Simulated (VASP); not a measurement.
Crystal: LuBe.

```
Lu Be
1.0
     3.32037    0.00000    0.00000
     0.00000    3.32037    0.00000
     0.00000    0.00000    3.32037
Lu Be
1 1
Cartesian
  0.0000 0.0000 0.0000
  1.6602 1.6602 1.6602
```

The cell was built by a generator and needn't be a form met in nature.

* Program: VASP 6.6.1
* Task: relaxation of cell and atoms
* Functional: revPBE
* Dispersion: D3
* Potentials or basis: VASP PAW PBE potentials, release 64 (Lu, Be)
* Cutoff: 600 eV
* k mesh: 8 × 8 × 8
* Occupations: fermi-dirac, width 0.05 eV
* Spin: no spin polarisation

At the start: pressure -2.1 GPa; volume 18.30 Å³/atom.

Question: How do energy, volume and symmetry change on relaxing?

Answer: Over 3 steps the energy falls by 3.5 meV/atom and the volume is 17.77 Å³/atom (-2.9 %); space group Pm-3m (No. 221, to 0.05 Å).

The path:
| step | energy change (eV) | largest force (eV/Å) | pressure (GPa) | volume (Å³) |
| --- | --- | --- | --- | --- |
| 1 | 0.0000 | 0.0000 | -2.09 | 36.61 |
| 2 | -0.0068 | 0.0000 | 0.37 | 35.36 |
| 3 | -0.0070 | 0.0000 | 0.00 | 35.54 |

Final structure:
```yaml
crystal:
  lattice:
    - [3.28779, 0.00000, 0.00000]
    - [0.00000, 3.28779, 0.00000]
    - [0.00000, 0.00000, 3.28779]
  atoms:
    - { symbol: Lu, position: [0.00000, 0.00000, 0.00000] }
    - { symbol: Be, position: [0.50000, 0.50000, 0.50000] }
```

Caveat: the PAW data sets were made with another functional, which shifts forces and pressure a little; pairwise dispersion overbinds metals, which lowers pressure and volume.
